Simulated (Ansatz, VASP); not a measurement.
**GdSi2Rh2 in two plane-wave programs**

Wanted: the spread between two codes on one cell, functional and k mesh. The cell is taken from a series of VASP runs on this material, whose earlier steps may have relaxed, scaled or displaced it; both programs get it as it stands.

Program: Ansatz 0.2.0. Level of theory: plane waves, with VASP 6.6.1 beside it; single point at LDA, DFT+U, band structure at LDA, DFT+U and electric field gradients at LDA, DFT+U. Results are calculated unless marked as measured.

### Step 1. The structure

It takes space group I4/mmm (No. 139, tetragonal). The conventional cell has a = 3.984 Å, b = 3.984 Å, c = 9.850 Å, α = 90.00°, β = 90.00°, γ = 90.00°. Nearest to Gd lie 10 Si at 3.07 to 3.70 Å and 8 Rh at 3.17 Å. Si has 4 Rh at 2.35 Å and 5 Si at 2.44 to 3.76 Å and 5 Gd at 3.07 to 3.70 Å nearest. Rh has 4 Si at 2.35 Å and 4 Rh at 2.82 Å and 4 Gd at 3.17 Å nearest. Farther neighbours are not listed.

### Step 2. Ansatz: single point, LDA, DFT+U

Ansatz runs on its default PAW (the set named soft_2) files.

With cell and atoms fixed, the geometry can't cause a difference; cores, projectors, grids and the points listed under the comparison can.

The input, input.yaml:

```yaml
crystal:
  lattice:
    - [-1.99207751, 1.99207751, 4.924821114]
    - [1.99207751, -1.99207751, 4.924821114]
    - [1.99207751, 1.99207751, -4.924821114]
  atoms:
    - { symbol: Gd, position: [0.0, 0.0, 0.0], spin: 7.0 }
    - { symbol: Si, position: [0.6239707304, 0.6239707304, 0.0] }
    - { symbol: Si, position: [0.3760292696, 0.3760292696, 0.0] }
    - { symbol: Rh, position: [0.75, 0.25, 0.5], spin: 0.6 }
    - { symbol: Rh, position: [0.25, 0.75, 0.5], spin: 0.6 }
hamiltonian:
  xc: lda
  pseudopotentials: { kind: paw }
  hubbard:
    sites:
      - { species: Gd, l: f, u_eff: 7.0 }
      - { species: Rh, l: d, u_eff: 4.0 }
magnetization:
  spin_polarized: true
kpoints:
  mp_grid: { grid: [7, 7, 7] }
scf:
  occupations: { method: methfessel_paxton, width: 0.2 }
  n_extra_bands: 11
output:
  forces: true
  stress: true
  eigenvalues: true
```

On the command line:

```sh
> ansatz run input.yaml --threads 2 --pin off --max-ram 4608MiB --backend cpu --events-out ev --progress --plain --runs-dir out
```

Numbers of over 12 decimals in the logs are rounded to 6 here.

The program printed:

```text
basis.fft_grid_basis auto: the FFT boxes are laid along the combinations [[1, 0, 1], [0, 1, 1], [0, 0, 1]] of the cell's own vectors, 3.984, 3.984 and 5.674 Å long. The dense box has 27×27×40 points. Along the cell's own vectors, as sized, it would have 40×40×40, 2.19 times as many. Of the 16 symmetry operations that the crystal satisfies within crystal.symmetry.tolerance (time reversal apart; of a slab, those that k [...]
Gd: projections on atomic orbitals take those of the free atom [Kr 4d10] 4f7 5s2 5p6 5d1 6s2, of charge +0.00 (hamiltonian.pseudopotentials.projection_atoms); the dataset's partial waves leave at most 2.5e-4 of an orbital's norm unspanned inside its sphere
Si: projections on atomic orbitals take those of the free atom [Ne] 3s2 3p2, of charge +0.00 (hamiltonian.pseudopotentials.projection_atoms); the dataset's partial waves leave at most 6.1e-8 of an orbital's norm unspanned inside its sphere
Rh: projections on atomic orbitals take those of the free atom [Ar 3d10] 4s2 4p6 4d8 5s1, of charge +0.00 (hamiltonian.pseudopotentials.projection_atoms); the dataset's partial waves leave at most 8.9e-6 of an orbital's norm unspanned inside its sphere
scf.n_extra_bands = 11 over 30 filled bands (N_el = 60.0): the run solves 41 bands
Engine: ansatz 0.2.0, aarch64-unknown-linux-gnu
Pseudopotentials: kind: paw
Pseudopotential: Gd, paw, valence charge 18, recommended cutoff 420 eV (normal), Gd.paw.azcp
Pseudopotential: Si, paw, valence charge 4, recommended cutoff 420 eV (normal), Si.paw.azcp
Pseudopotential: Rh, paw, valence charge 17, recommended cutoff 420 eV (normal), Rh.paw.azcp
Functional definition: SPW92
  exchange = slater_x
  correlation = pw_c
Crystal: 5 atoms, lattice volume = 78.174 Å³
Basis set: ecut = 420 eV, 1517 PW (Γ), FFT grids on a1+a3, a2+a3, a3
Bands: 41, of which v1, the nominal top of the filled ones, is band 30 counted from 1 (29 counted from 0)
Symmetry: 16 space group operations
Space group: I4/mmm (ITA 139), of the structure as read, at distance tolerance 4.3e-5 Å
Magnetic group: BNS 139.531 (UNI 1191), of the structure as read, at distance tolerance 4.3e-5 Å
k-points: 40 of 343
Non-local potential: Gd, projectors of the file, l = 0: 3, l = 1: 2, l = 2: 2, l = 3: 3
Non-local potential: Si, projectors of the file, l = 0: 2, l = 1: 2, l = 2: 2
Non-local potential: Rh, projectors of the file, l = 0: 3, l = 1: 2, l = 2: 2, l = 3: 1
PAW form: soft (Blöchl's): semilocal exchange-correlation on the pseudo side does not see the compensation charge
PAW frozen core: Gd, regenerated for the run's functional, and the local potential with it (the file was generated under x = pbe(κ = 0.804, μ = 0.219515), c = pbe(β = 0.066725))
PAW frozen core: Si, regenerated for the run's functional, and the local potential with it (the file was generated under x = pbe(κ = 0.804, μ = 0.219515), c = pbe(β = 0.066725))
PAW frozen core: Rh, regenerated for the run's functional, and the local potential with it (the file was generated under x = pbe(κ = 0.804, μ = 0.219515), c = pbe(β = 0.066725))
PAW one-centre angular grid: Gd, 590 points (default); XC on 64 Gauss nodes
PAW one-centre angular grid: Si, 110 points (default); XC on 64 Gauss nodes
PAW one-centre angular grid: Rh, 590 points (default); XC on 64 Gauss nodes
Initial density: superposition of atomic densities (chi_scale 0.1, normalization cell, long waves kept (reshape's long-wave potential 0.00 eV rms))
Starting moments: Σ|m| = 8.2 μB on 3 of 5 sites
Initial wavefunctions: pseudopotential atomic-orbital guess
Functional: x = slater, c = lda
SCF iter   1: F=—  HF=-22904.824714 eV  |F-HF|=—  |Δ(HF+E_count)|=         —  Δρ=8.42e-2 (↑8.42e-2 ↓6.99e-2)  dr2=2.54e1  dr2_m=3.27e-1  M=7.551 μB ∫|m|=7.699 μB  β_m=0.30  ethr=3.10e-3  ⟨swp⟩=5.8  Hψ=12277  notcnv=0
Mixer restart at iter 1: flushing history
preconditioner: auto → Kerker (q_TF=auto, 2.611 Å⁻¹)  [metal: Δε(μ)=0.027 eV  Ē_g=10.183 eV  σ=0.200 eV  W_gap=0.07  n_scr=32 (ndim 8)  ℏωp=27.2 eV  f_vac=0.000  D(μ)=2.56/eV (n_scr^D=14)]
spin=Collinear: Kerker preconditioning applied to the charge; magnetization (m = ρ↑ − ρ↓) channel mixes plain (no charge-response kernel on spin).
SCF iter   2: F=—  HF=-22901.328899 eV  |F-HF|=—  |Δ(HF+E_count)|=    3.50e0  Δρ=3.85e-2 (↑3.85e-2 ↓3.23e-2)  dr2=3.38e0  dr2_m=2.75e-1  M=7.418 μB ∫|m|=7.551 μB  β_m=0.39  ethr=3.10e-3  ⟨swp⟩=2.9  Hψ=7205  notcnv=0  defer=121
SCF iter   3: F=—  HF=-22901.437040 eV  |F-HF|=—  |Δ(HF+E_count)|=   1.08e-1  Δρ=2.04e-2 (↑1.11e-2 ↓2.04e-2)  dr2=1.84e-1  dr2_m=1.16e-1  M=7.395 μB ∫|m|=7.490 μB  β_m=0.70  ethr=3.10e-3  ⟨swp⟩=2.4  Hψ=5700  notcnv=0  defer=124
SCF iter   4: F=—  HF=-22901.918945 eV  |F-HF|=—  |Δ(HF+E_count)|=   4.82e-1  Δρ=6.03e-3 (↑6.03e-3 ↓5.13e-3)  dr2=7.02e-2  dr2_m=6.11e-3  M=7.322 μB ∫|m|=7.385 μB  β_m=0.58  ethr=3.06e-4  ⟨swp⟩=2.1  Hψ=6650  notcnv=0  defer=121
SCF iter   5: F=—  HF=-22901.894940 eV  |F-HF|=—  |Δ(HF+E_count)|=   2.40e-2  Δρ=2.87e-3 (↑2.87e-3 ↓2.46e-3)  dr2=1.22e-2  dr2_m=2.74e-3  M=7.305 μB ∫|m|=7.360 μB  β_m=0.79  ethr=1.17e-4  ⟨swp⟩=2.2  Hψ=5647  notcnv=0  defer=120
SCF iter   6: F=—  HF=-22901.893542 eV  |F-HF|=—  |Δ(HF+E_count)|=   1.40e-3  Δρ=1.23e-3 (↑1.23e-3 ↓5.41e-4)  dr2=1.21e-3  dr2_m=3.96e-4  M=7.274 μB ∫|m|=7.319 μB  β_m=0.89  ethr=2.04e-5  ⟨swp⟩=2.1  Hψ=5051  notcnv=0  defer=120
SCF iter   7: F=—  HF=-22901.894278 eV  |F-HF|=—  |Δ(HF+E_count)|=   7.35e-4  Δρ=3.62e-4 (↑3.62e-4 ↓3.01e-4)  dr2=6.32e-5  dr2_m=6.90e-5  M=7.263 μB ∫|m|=7.304 μB  β_m=0.94  ethr=2.02e-6  ⟨swp⟩=2.0  Hψ=5121  notcnv=0  defer=120
SCF iter   8: F=—  HF=-22901.894381 eV  |F-HF|=—  |Δ(HF+E_count)|=   1.03e-4  Δρ=1.75e-4 (↑5.93e-5 ↓1.75e-4)  dr2=1.51e-5  dr2_m=8.17e-6  M=7.256 μB ∫|m|=7.294 μB  β_m=0.97  ethr=1.05e-7  ⟨swp⟩=2.0  Hψ=5629  notcnv=0  defer=120
SCF iter   9: F=—  HF=-22901.871520 eV  |F-HF|=—  |Δ(HF+E_count)|=         —  Δρ=1.35e-4 (↑1.35e-4 ↓1.22e-4)  dr2=1.61e-5  dr2_m=5.45e-6  M=7.263 μB ∫|m|=7.296 μB  β_m=0.97  ethr=2.51e-8  ⟨swp⟩=2.0  Hψ=5709  notcnv=0  defer=120
Mixer restart at iter 9: flushing history
iteration 9: the input's own smearing fills from here on; a Gaussian of 0.2 eV has filled iterations ahead of it
SCF iter  10: F=—  HF=-22901.871527 eV  |F-HF|=—  |Δ(HF+E_count)|=   7.42e-6  S|Δr|=    0.00e0  Δρ=4.87e-5 (↑4.87e-5 ↓3.95e-5)  dr2=1.94e-6  dr2_m=8.32e-7  M=7.265 μB ∫|m|=7.298 μB  β_m=0.99  ethr=2.51e-8  ⟨swp⟩=2.2  Hψ=4746  notcnv=0  defer=120
SCF iter  11: F=—  HF=-22901.871529 eV  |F-HF|=—  |Δ(HF+E_count)|=   1.07e-6  S|Δr|=    0.00e0  Δρ=2.05e-5 (↑1.77e-5 ↓2.05e-5)  dr2=2.10e-7  dr2_m=1.98e-7  M=7.267 μB ∫|m|=7.299 μB  β_m=0.94  ethr=3.24e-9  ⟨swp⟩=2.0  Hψ=5022  notcnv=0  defer=120
SCF iter  12: F=—  HF=-22901.871529 eV  |F-HF|=—  |Δ(HF+E_count)|=   6.58e-8  S|Δr|=    0.00e0  Δρ=1.23e-5 (↑1.14e-5 ↓1.23e-5)  dr2=4.29e-8  dr2_m=8.57e-8  M=7.267 μB ∫|m|=7.300 μB  β_m=0.97  ethr=1.67e-10  ⟨swp⟩=11.4  Hψ=15342  notcnv=0
SCF iter  13: F=-22901.871529 eV  HF=-22901.871529 eV  |F-HF|=7.05e-9  |Δ(HF+E_count)|=   8.96e-8  S|Δr|=    0.00e0  Δρ=6.41e-6 (↑6.28e-6 ↓6.41e-6)  dr2=1.79e-8  dr2_m=2.29e-8  M=7.267 μB ∫|m|=7.300 μB  ethr=7.15e-11  ⟨swp⟩=4.5  Hψ=11887  notcnv=0
SCF 1 converged in 13 iterations: F = -22901.871529 eV  dr2 = 1.79e-8
  greatest PAW one-centre occupation: 1.000 electrons in one spin orbital (limit 2), on the Rh atom at site 4 (counted from 0), in its partial waves of l = 0
this state was not tested for a lower state beside it, because cold or Methfessel-Paxton smearing, or corrected tetrahedra, fill the levels in a way that the test cannot read (fill_not_monotonic; see scf.lower_state_search)
SCF converged after 13 iterations
Magnetization: 7.2672 μB (33.6336 up, 26.3664 down)
Absolute magnetization: 7.2995 μB (∫|ρ↑−ρ↓|, with the PAW one-centre terms)
Spin contamination: 0.0176 ħ² per cell (⟨S²⟩ above its minimum at these occupations)
Per-site moments (μB) at R_I (Å): [(7.084730, 1.266567), (-0.000670507, 0.968216), (-0.000670507, 0.968216), (0.013428, 0.968216), (0.013428, 0.968216)]
Free energy (F): -22901.871529 eV
Harris-Foulkes:  -22901.871529 eV  (|F-HF|=7.05e-9)
Internal energy: -22901.867961 eV  (E = F + TS)
E sigma→0 (E₀):  -22901.870637 eV
Entropy (-TS):   -0.003568 eV (-0.714 meV/atom)
Fermi energy:    16.594716 eV
--- Per-component energies (eV) ---
  E_band       = -261.408986
  E_kinetic    = 1657.000454
  E_local      = -6368.442610  (includes V_loc(G=0)·N_el)
  E_nonlocal   = 1068.283424
  E_hartree    = 2505.972982
  E_xc         = -792.393453
  E_vxc        = -916.382999  (∫ρ·V_xc dr)
  E_hubbard    = 5.059598  (on-site DFT+U / exact-exchange correction)
  E_vhub       = -48.510428  (the Hubbard potential's part of the band-sum identity)
  E_paw        = -14147.077838  (= ΣΔE_a)
  E_vpaw       = -665.315676  (= ΣTr[D̂ρ^β])
  E_aug_tail   = 0.001614  (compensation charges beyond the density's cutoff)
  E_ewald      = -6832.964791
  E_core_change = 2.692659  (= ΣΔE_core)
  E_smearing   = -0.003568  (= −TS)
  E_closure    = -0.000000  (closes the sum)
  Σ components = -22901.871529   (vs F -22901.871529, Δ=0.00e0)
--- Forces (eV/Å), atoms counted from 1 ---
  atom   1  Gd    -0.00000000     0.00000000     0.00000000
  atom   2  Si     0.00000000     0.00000000    -0.16147636
  atom   3  Si     0.00000000     0.00000000     0.16147636
  atom   4  Rh    -0.00000000    -0.00000000     0.00000000
  atom   5  Rh     0.00000000    -0.00000000     0.00000000
  max |Σ_I F_I| component: 4.34e-17 eV/Å
--- Stress (GPa, compression-positive) ---
        2.757947       0.000000      -0.000000
        0.000000       2.757947      -0.000000
        0.000000       0.000000       1.436070
  P = ⅓ Tr σ = 2.3173 GPa (23.173 kbar)
--- Band table (eV; the first three rows and the last of 80) ---
  k-point 0 ↑: bands = [... 26 lower, 13.4918, 13.4918, 13.9288, 14.4679, 14.6154, 15.6235, 15.6235, 15.7601, ... 7 higher]
  k-point 1 ↑: bands = [... 26 lower, 13.2553, 13.6706, 14.2254, 14.3601, 14.4026, 14.4210, 15.6863, 15.8647, ... 7 higher]
  k-point 2 ↑: bands = [... 26 lower, 12.3254, 13.1702, 13.5870, 13.6996, 13.9748, 14.4998, 15.5514, 15.6928, ... 7 higher]
  k-point 39 ↓: bands = [... 26 lower, 17.4692, 18.5478, 19.6494, 19.7362, 19.7459, 20.2044, 20.3155, 20.3444, ... 7 higher]
Occupation matrices written to <dir>
```

Wall time 16 s (2 threads of Arm Neoverse V1, shared host); peak memory 0.6 GiB; 30 s of CPU time.

The run ends at a pressure of 2.32 GPa, with forces up to 0.16 eV/Å.

(Part 1 of 3 ends here.)

[Lines on the potential files, build, host, timing and source positions are cut from VASP's logs without a mark.]

[Logs are printed without paths, hosts, clocks, repeated set-up lines and the standing remarks that a program may print on its own settings, such as how far it seeks lower states.]

[Hosts, paths, dates, database ids (printed as entryN), source tags and the programs' standing remarks are cut or masked in the printed files.]
